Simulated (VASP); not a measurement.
All values below come from MS2 meta-GGA, VASP's PBE PAW potentials (set 64) (plane waves; VASP 6.6.1).

Input for VASP

POSCAR:
```
PbS
1
    0.0000000000     2.9700000000     2.9700000000
    2.9700000000     0.0000000000     2.9700000000
    2.9700000000     2.9700000000     0.0000000000
Pb S
1 1
Direct
  0.0000000000   0.0000000000   0.0000000000
  0.5000000000   0.5000000000   0.5000000000
```

**INCAR**
```
# general
SYSTEM  = PbS
PREC    = Accurate
ENCUT   = 520
LREAL   = .False.   # projection in real space or not
LASPH   = .True.

# electronic loop
EDIFF   = 1E-6   # SCF stop (eV)
NELM    = 100
ALGO    = Normal
LMAXMIX = 4   # l cut-off of mixed one-centre charges
LMIXTAU = .True.

# smearing
ISMEAR  = 0   # Gaussian
SIGMA   = 0.05

# functional
METAGGA = MS2

# ions
IBRION  = 2
NSW     = 60   # most ionic steps
ISIF    = 3   # ions, shape and volume
EDIFFG  = -0.01

# output
LWAVE   = .False.
LCHARG  = .False.
```

File KPOINTS:
```
Automatic mesh
0
Gamma
7 7 7
0 0 0
```

POTCAR, in this order: Pb_d S (PBE.64 set). Program: vasp_std.

Output of the run:

### OSZICAR
```
       N       E                     dE             d eps       ncg     rms          rms(c)
DAV:   1     0.151425266729E+03    0.15143E+03   -0.88931E+03   560   0.137E+03
DAV:   2     0.316956557186E+01   -0.14826E+03   -0.14421E+03   596   0.331E+02
DAV:   3    -0.814874534051E+01   -0.11318E+02   -0.10565E+02   754   0.962E+01
DAV:   4    -0.839299493096E+01   -0.24425E+00   -0.24417E+00   618   0.159E+01
DAV:   5    -0.840079684783E+01   -0.78019E-02   -0.78019E-02   798   0.289E+00    0.724E+00
DAV:   6     0.729793262776E+01    0.15699E+02   -0.26687E+01   680   0.124E+02    0.329E+00
DAV:   7     0.645119563023E+01   -0.84674E+00   -0.10007E+00   560   0.148E+01    0.313E+00
DAV:   8     0.673766201129E+01    0.28647E+00   -0.41988E-01   566   0.749E+00    0.124E+00
DAV:   9     0.617026340320E+01   -0.56740E+00   -0.70687E-01   560   0.134E+01    0.104E+00
DAV:  10     0.649887791223E+01    0.32861E+00   -0.57545E-01   560   0.118E+01    0.102E+00
DAV:  11     0.646433202719E+01   -0.34546E-01   -0.12769E-01   638   0.606E+00    0.371E-01
DAV:  12     0.647319341677E+01    0.88614E-02   -0.39265E-03   596   0.774E-01    0.453E-01
DAV:  13     0.647682610682E+01    0.36327E-02   -0.49986E-04   590   0.372E-01    0.480E-01
DAV:  14     0.645938175967E+01   -0.17444E-01   -0.54786E-03   572   0.125E+00    0.489E-01
DAV:  15     0.645699654062E+01   -0.23852E-02   -0.46022E-03   572   0.782E-01    0.220E-01
DAV:  16     0.645691327476E+01   -0.83266E-04   -0.19244E-04   740   0.128E-01    0.220E-01
DAV:  17     0.645697101853E+01    0.57744E-04   -0.23506E-05   602   0.790E-02    0.216E-01
DAV:  18     0.645695798693E+01   -0.13032E-04   -0.64912E-05   584   0.138E-01    0.149E-01
DAV:  19     0.645696862815E+01    0.10641E-04   -0.49784E-05   584   0.132E-01    0.140E-01
DAV:  20     0.645692168923E+01   -0.46939E-04   -0.75418E-06   584   0.477E-02    0.130E-01
DAV:  21     0.645692896551E+01    0.72763E-05   -0.41750E-06   602   0.394E-02    0.100E-01
DAV:  22     0.645692563568E+01   -0.33298E-05   -0.24268E-06   424   0.165E-02    0.771E-02
DAV:  23     0.645693034285E+01    0.47072E-05   -0.63014E-06   650   0.297E-02    0.567E-02
DAV:  24     0.645693143938E+01    0.10965E-05   -0.24451E-05   664   0.343E-02    0.224E-02
DAV:  25     0.645693035214E+01   -0.10872E-05   -0.58576E-06   608   0.178E-02    0.109E-02
DAV:  26     0.645692950013E+01   -0.85201E-06   -0.23671E-07   316   0.793E-03
   1 F= 0.64569295E+01 E0= 0.64569295E+01  d E =0.645693E+01
       N       E                     dE             d eps       ncg     rms          rms(c)
DAV:   1     0.645440412952E+01   -0.25262E-02   -0.82352E-02   686   0.542E+00    0.310E-01
DAV:   2     0.645661764325E+01    0.22135E-02   -0.58356E-03   674   0.154E+00    0.100E-01
DAV:   3     0.645684875122E+01    0.23111E-03   -0.10035E-03   748   0.540E-01    0.385E-02
DAV:   4     0.645684917942E+01    0.42820E-06   -0.83005E-05   566   0.161E-01    0.364E-02
DAV:   5     0.645688800219E+01    0.38823E-04   -0.62337E-05   560   0.139E-01    0.113E-02
DAV:   6     0.645688604916E+01   -0.19530E-05   -0.13304E-04   560   0.217E-01    0.272E-03
DAV:   7     0.645688028155E+01   -0.57676E-05   -0.15320E-06   594   0.153E-02    0.189E-03
DAV:   8     0.645687752824E+01   -0.27533E-05   -0.17313E-06   462   0.234E-02    0.345E-04
DAV:   9     0.645687642536E+01   -0.11029E-05   -0.23134E-07   280   0.576E-03    0.538E-04
DAV:  10     0.645687661410E+01    0.18874E-06   -0.17287E-08   280   0.224E-03
   2 F= 0.64568766E+01 E0= 0.64568766E+01  d E =-.528860E-04
       N       E                     dE             d eps       ncg     rms          rms(c)
DAV:   1     0.645664092655E+01   -0.23550E-03   -0.73415E-03   686   0.161E+00    0.927E-02
DAV:   2     0.645685943341E+01    0.21851E-03   -0.52453E-04   674   0.465E-01    0.297E-02
DAV:   3     0.645688280436E+01    0.23371E-04   -0.88630E-05   748   0.161E-01    0.117E-02
DAV:   4     0.645687764412E+01   -0.51602E-05   -0.71234E-06   572   0.471E-02    0.111E-02
DAV:   5     0.645687308701E+01   -0.45571E-05   -0.55418E-06   560   0.415E-02    0.346E-03
DAV:   6     0.645686375745E+01   -0.93296E-05   -0.12349E-05   560   0.667E-02    0.850E-04
DAV:   7     0.645686446633E+01    0.70887E-06   -0.13619E-07   280   0.498E-03
   3 F= 0.64568645E+01 E0= 0.64568645E+01  d E =-.650338E-04
```

**OUTCAR**
```
------------------------ aborting loop because EDIFF is reached ----------------------------------------
  FORCE on cell =-STRESS in cart. coord.  units (eV):
  Direction    XX          YY          ZZ          XY          YZ          ZX
  --------------------------------------------------------------------------------------
  Total       -0.0021513     -0.0021513     -0.0021513      0.0000000     -0.0000000     -0.0000000
  in kB       -0.0656149     -0.0656149     -0.0656149      0.0000000     -0.0000000     -0.0000000
  external PRESSURE =      -0.0656149 kB  Pullay stress =       0.0000000 kB
  volume of cell :       52.53
      direct lattice vectors                 reciprocal lattice vectors
     0.000000000  2.972525326  2.972525326    -0.168207145  0.168207145  0.168207145
     2.972525326  0.000000000  2.972525326     0.168207145 -0.168207145  0.168207145
     2.972525326  2.972525326 -0.000000000     0.168207145  0.168207145 -0.168207145
  FREE ENERGIE OF THE ION-ELECTRON SYSTEM (eV)
  ---------------------------------------------------
  free  energy   TOTEN  =         6.4568644663 eV

  energy  without entropy=        6.4568644663  energy(sigma->0) =        6.45686447

 reached required accuracy - stopping structural energy minimisation
```
(Selected blocks of OUTCAR.)

**CONTCAR**
```
PbS
   1.00000000000000
     0.0000000000000000    2.9725253264651630    2.9725253264651630
     2.9725253264651630    0.0000000000000000    2.9725253264651630
     2.9725253264651630    2.9725253264651630   -0.0000000000000000
  Pb              S
     1     1
Direct
     0.0000000000000000    0.0000000000000000    0.0000000000000000
     0.5000000000000000    0.5000000000000000    0.5000000000000000
```

The compound is PbS in the rock salt structure. This run relaxes it. Symmetry was kept, so distortions that lower it aren't found.
